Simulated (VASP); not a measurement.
Output of a VASP run:

File OUTCAR:
```
 ion  position               nearest neighbor table
   1  0.000  0.000  0.000-   2 2.37   2 2.37   2 2.37   2 2.37   2 2.37   2 2.37   2 2.37   2 2.37
  LATTYP: Found a simple cubic cell.
 ALAT       =     2.7411386901
 Subroutine PRICEL returns:
 Original cell was already a primitive cell.
 Subroutine GETGRP returns: Found 48 space group operations
The static configuration has the point symmetry O_h .
The dynamic configuration has the point symmetry O_h .
 Subroutine INISYM returns: Found 48 space group operations
 Subroutine IBZKPT returns following result:
 Found    120 irreducible k-points:

 Following reciprocal coordinates:
            Coordinates               Weight
  0.000000  0.000000  0.000000      1.000000
  0.066667  0.000000  0.000000      6.000000
  0.133333  0.000000  0.000000      6.000000
  0.200000  0.000000  0.000000      6.000000
  0.266667  0.000000  0.000000      6.000000
  0.333333  0.000000  0.000000      6.000000
  0.400000  0.000000  0.000000      6.000000
  0.466667  0.000000  0.000000      6.000000
  0.066667  0.066667  0.000000     12.000000
  0.133333  0.066667  0.000000     24.000000
  0.200000  0.066667  0.000000     24.000000
  0.266667  0.066667  0.000000     24.000000
  0.333333  0.066667  0.000000     24.000000
  0.400000  0.066667  0.000000     24.000000
  0.466667  0.066667  0.000000     24.000000
  0.133333  0.133333  0.000000     12.000000
  0.200000  0.133333  0.000000     24.000000
  0.266667  0.133333  0.000000     24.000000
  0.333333  0.133333  0.000000     24.000000
  0.400000  0.133333  0.000000     24.000000
  0.466667  0.133333  0.000000     24.000000
  0.200000  0.200000  0.000000     12.000000
  0.266667  0.200000  0.000000     24.000000
  0.333333  0.200000  0.000000     24.000000
  0.400000  0.200000  0.000000     24.000000
  0.466667  0.200000  0.000000     24.000000
  0.266667  0.266667  0.000000     12.000000
  0.333333  0.266667  0.000000     24.000000
  0.400000  0.266667  0.000000     24.000000
  0.466667  0.266667  0.000000     24.000000
  0.333333  0.333333  0.000000     12.000000
  0.400000  0.333333  0.000000     24.000000
  0.466667  0.333333  0.000000     24.000000
  0.400000  0.400000  0.000000     12.000000
  0.466667  0.400000  0.000000     24.000000
  0.466667  0.466667  0.000000     12.000000
  0.066667  0.066667  0.066667      8.000000
  0.133333  0.066667  0.066667     24.000000
  0.200000  0.066667  0.066667     24.000000
  0.266667  0.066667  0.066667     24.000000
   k-points           NKPTS =    120   k-points in BZ     NKDIM =    120   number of bands    NBANDS=     12
   number of dos      NEDOS =    601   number of ions     NIONS =      2
   total plane-waves  NPLWV =   8000
   dimension x,y,z NGX =    20 NGY =   20 NGZ =   20
   dimension x,y,z NGXF=    40 NGYF=   40 NGZF=   40
   ions per type =               1   1
   PREC   = accura    normal or accurate (medium, high low for compatibility)
   ISTART =      0    job   : 0-new  1-cont  2-samecut
   ICHARG =      2    charge: 1-file 2-atom 10-const
   ISPIN  =      1    spin polarized calculation?
   LNONCOLLINEAR =      F non collinear calculations
   LSORBIT =      F    spin-orbit coupling
   INIWAV =      1    electr: 0-lowe 1-rand  2-diag
   ENCUT  =  520.0 eV  38.22 Ry    6.18 a.u.   5.10  5.10  5.10*2*pi/ulx,y,z
   NELM   =    100;   NELMIN=  2; NELMDL= -5     # of ELM steps
   EDIFF  = 0.1E-06   stopping-criterion for ELM
   LREAL  =      F    real-space projection
   NLSPLINE    = F    spline interpolate recip. space projectors
   LMAXMIX     =    6 max onsite mixed and CHGCAR
   VOSKOWN=      0    Vosko Wilk Nusair interpolation
   EDIFFG = 0.1E-05   stopping-criterion for IOM
   NSW    =      0    number of steps for IOM
   NBLOCK =      1;   KBLOCK =      1    inner block; outer block
   IBRION =     -1    ionic relax: 0-MD 1-quasi-New 2-CG
   NFREE  =      0    steps in history (QN), initial steepest desc. (CG)
...
```

**OSZICAR**
```
       N       E                     dE             d eps       ncg     rms          rms(c)
DAV:   1     0.587402588308E+02    0.58740E+02   -0.93542E+03  2880   0.144E+03
DAV:   2    -0.612598793631E+02   -0.12000E+03   -0.11313E+03  3464   0.350E+02
DAV:   3    -0.653766235775E+02   -0.41167E+01   -0.40571E+01  3500   0.620E+01
DAV:   4    -0.654275734174E+02   -0.50950E-01   -0.50769E-01  3260   0.646E+00
DAV:   5    -0.654282435413E+02   -0.67012E-03   -0.67038E-03  3472   0.586E-01    0.216E+01
DAV:   6    -0.582863051723E+02    0.71419E+01   -0.65946E+00  3372   0.295E+01    0.853E+00
DAV:   7    -0.588178196342E+02   -0.53151E+00   -0.32571E-01  3084   0.656E+00    0.529E+00
DAV:   8    -0.581059914156E+02    0.71183E+00   -0.32563E-01  2928   0.781E+00    0.989E-01
DAV:   9    -0.587491834937E+02   -0.64319E+00   -0.16756E-01  2904   0.530E+00    0.907E-01
DAV:  10    -0.587447586703E+02    0.44248E-02   -0.25586E-03  3536   0.466E-01    0.750E-01
DAV:  11    -0.587332726817E+02    0.11486E-01   -0.33004E-03  2888   0.779E-01    0.629E-01
DAV:  12    -0.587357112521E+02   -0.24386E-02   -0.14850E-02  3400   0.101E+00    0.121E-01
DAV:  13    -0.587358445631E+02   -0.13331E-03   -0.10378E-03  3120   0.346E-01    0.871E-02
DAV:  14    -0.587357716784E+02    0.72885E-04   -0.20491E-04  3400   0.162E-01    0.739E-02
DAV:  15    -0.587358641618E+02   -0.92483E-04   -0.86555E-05  3324   0.109E-01    0.191E-02
DAV:  16    -0.587358389932E+02    0.25169E-04   -0.95277E-06  3056   0.385E-02    0.140E-02
DAV:  17    -0.587358428765E+02   -0.38834E-05   -0.96648E-07  3036   0.130E-02    0.105E-02
DAV:  18    -0.587358440912E+02   -0.12147E-05   -0.10656E-06  3344   0.106E-02    0.169E-03
DAV:  19    -0.587358440488E+02    0.42476E-07   -0.70043E-08  1548   0.347E-03
   1 F= -.58735844E+02 E0= -.58735844E+02  d E =0.000000E+00
       N       E                     dE             ncg
```

OUTCAR:
```
------------------------ aborting loop because EDIFF is reached ----------------------------------------
  FORCE on cell =-STRESS in cart. coord.  units (eV):
  Direction    XX          YY          ZZ          XY          YZ          ZX
  --------------------------------------------------------------------------------------
  Total       -0.0562607     -0.0562607     -0.0562607      0.0000000      0.0000000     -0.0000000
  in kB       -4.3764591     -4.3764591     -4.3764591      0.0000000      0.0000000     -0.0000000
  external PRESSURE =      -4.3764591 kB  Pullay stress =       0.0000000 kB
  volume of cell :       20.60
      direct lattice vectors                 reciprocal lattice vectors
     2.741138690  0.000000000  0.000000000     0.364811895  0.000000000  0.000000000
     0.000000000  2.741138690  0.000000000     0.000000000  0.364811895  0.000000000
     0.000000000  0.000000000  2.741138690     0.000000000  0.000000000  0.364811895
 POSITION                                       TOTAL-FORCE (eV/Angst)
 -----------------------------------------------------------------------------------
      0.00000      0.00000      0.00000         0.000000      0.000000      0.000000
      1.37057      1.37057      1.37057         0.000000      0.000000      0.000000
 -----------------------------------------------------------------------------------
    total drift:                               -0.000000      0.000000      0.000000
  FREE ENERGIE OF THE ION-ELECTRON SYSTEM (eV)
  ---------------------------------------------------
  free  energy   TOTEN  =       -58.7358440488 eV

  energy  without entropy=      -58.7358440488  energy(sigma->0) =      -58.73584405

 total charge

# of ion       s       p       d       tot
------------------------------------------
    1        0.303   6.193   2.529   9.025
    2        1.240   2.479   0.000   3.720
--------------------------------------------------
tot          1.543   8.673   2.529  12.745
```
(Selected blocks of OUTCAR.)

POSCAR:
```
TaN
1
    2.7411386901    -0.0000000000    -0.0000000000
   -0.0000000000     2.7411386901    -0.0000000000
    0.0000000000     0.0000000000     2.7411386901
Ta N
1 1
Direct
  0.0000000000   0.0000000000   0.0000000000
  0.5000000000   0.5000000000   0.5000000000
```

**Question.** Reconstruct the remaining input files.

**Answer.** This is not unique; one that fits is the input of the run itself, r2SCAN meta-GGA, plane waves, VASP's PBE PAW potentials (set 64).

**INCAR**
```
NELM = 100   ! most electronic steps
LORBIT = 11   ! lm-projected
PREC = Accurate
NEDOS = 601
ENCUT = 520
LCHARG = .False.
LREAL = .False.
LWAVE = .False.
ALGO = Normal
SYSTEM = TaN
ISMEAR = -5
METAGGA = R2SCAN
EDIFF = 1E-7   ! SCF stop (eV)
LASPH = .True.   ! aspherical one-centre terms
ISIF = 2   ! forces and stress, cell fixed
LMIXTAU = .True.
LMAXMIX = 6   ! l cut-off of mixed one-centre charges
```

### KPOINTS
```
Automatic mesh
0
Gamma
15 15 15
0 0 0
```

### KPOINTS_OPT
```
k-points along high-symmetry lines
10
Line-mode
Reciprocal
  0.000000   0.000000   0.000000 ! GAMMA
  0.000000   0.500000   0.000000 ! X

  0.000000   0.500000   0.000000 ! X
  0.500000   0.500000   0.000000 ! M

  0.500000   0.500000   0.000000 ! M
  0.000000   0.000000   0.000000 ! GAMMA

  0.000000   0.000000   0.000000 ! GAMMA
  0.500000   0.500000   0.500000 ! R

  0.500000   0.500000   0.500000 ! R
  0.000000   0.500000   0.000000 ! X

  0.500000   0.500000   0.500000 ! R
  0.500000   0.500000   0.000000 ! M
```

POTCAR, in this order: Ta_pv N (PBE.64 set). Program: vasp_std.

For a metal the tetrahedron method with Blöchl corrections gives inexact stress and forces.

The structure was generated: TaN was put into the CsCl type (Pm-3m), which need not be its known phase. It was relaxed first, which changed the volume by -13 %.
